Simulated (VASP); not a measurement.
Wanted: the native input for a VASP 6.6.1 run.

```yaml
Task: single point
Functional: r2SCAN
Potentials_or_basis: VASP PAW PBE potentials, release 64 (Nb_sv, Na_pv, Tl_d)
Cutoff: 520 eV
k_mesh: 10 × 10 × 10
Occupations: fermi-dirac, width 0.0444 eV
Spin: no spin polarisation
Dipole_correction: no
Further_INCAR_settings: ALGO = Normal; EDIFF = 1e-06; NBANDS = 31
```

The system is NaNb2Tl.

```
CELL_PARAMETERS angstrom
1.82974 3.16920 0.00000
-1.82974 3.16920 0.00000
0.00000 -2.11280 6.00810
ATOMIC_POSITIONS crystal
Nb 0.25000 0.25000 0.75000
Nb 0.75000 0.75000 0.25000
Na 0.50000 0.50000 0.50000
Tl 0.00000 0.00000 0.00000
```

The cell was built by a generator and needn't be a form met in nature.

These files were run (other wordings do the same):

POSCAR

```
NaNb2Tl
1.0
    1.8297390700      3.1691955400      0.0000000000
   -1.8297390700      3.1691955400      0.0000000000
    0.0000000000     -2.1127970300      6.0080996800
Nb Na Tl
2 1 1
Direct
    0.2500000000      0.2500000000      0.7500000000
    0.7500000000      0.7500000000      0.2500000000
    0.5000000000      0.5000000000      0.5000000000
    0.0000000000      0.0000000000      0.0000000000
```

INCAR.step1

```
PREC = Accurate
ENCUT = 520
ISMEAR = -1
SIGMA = 0.0444
LREAL = F
LASPH = T
NELM = 100
NBANDS = 31
GGA = PE
ALGO = Normal
EDIFF = 1E-4
LWAVE = T
LCHARG = F
```

INCAR.step2

```
PREC = Accurate
ENCUT = 520
EDIFF = 1E-6
ISMEAR = -1
SIGMA = 0.0444
LREAL = F
LASPH = T
NELM = 100
ALGO = Normal
ISIF = 2
LWAVE = F
LCHARG = F
METAGGA = R2SCAN
LMIXTAU = T
NBANDS = 31
ISTART = 1
```

KPOINTS

```
Automatic mesh
0
Gamma
  10 10 10
```

Potentials or basis: VASP PAW PBE potentials, release 64 (Nb_sv, Na_pv, Tl_d).

The run is started by

```bash
$ cat potpaw_PBE.64/Nb_sv/POTCAR potpaw_PBE.64/Na_pv/POTCAR potpaw_PBE.64/Tl_d/POTCAR > POTCAR
$ cp INCAR.step1 INCAR
$ mpirun -np 1 vasp_std > vasp.out
$ cp INCAR.step2 INCAR
$ mpirun -np 1 vasp_std > vasp.out
```

It gave:

The pressure is 34.4 GPa. The largest force is 1.343 eV/Å and the band gap on the k mesh is none (metal or under the smearing width).

Caveat: a pressure of tens of GPa on the cell as given is suspect, and the run, the potentials or the cell itself is likely at fault; the PAW data sets were made with another functional, which shifts forces and pressure a little.

Run time: 6.4 min on 1 thread of Intel(R) Xeon(R) 6975P-C (Granite Rapids) (shared host), peak memory 0.36 GiB.
